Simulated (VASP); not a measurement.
Data:

```xyz
2
Lattice="0.0000 3.3479 3.3479 3.3479 0.0000 3.3479 3.3479 3.3479 0.0000" Properties=species:S:1:pos:R:3 pbc="T T T"
Ba     0.0000     0.0000     0.0000
Te     3.3479     3.3479     3.3479
```

Computed with PBEsol GGA, VASP's PBE PAW potentials (set 64) (plane waves; VASP). Settings: 500 eV cut-off, 7×7×7 Γ-centred mesh, Gaussian smearing of 0.050 eV, potentials Ba_sv Te.

Predict the energy per atom (σ→0), pressure.

The energy per atom (σ→0) is -4.529 eV/atom and the pressure comes out as 4.97 GPa.

Total energies compare only between runs with the same potentials, cut-off and functional.

The structure was generated: BaTe was put into the rock salt type (Fm-3m), which need not be its known phase. It was relaxed first under an external pressure of 5 GPa.
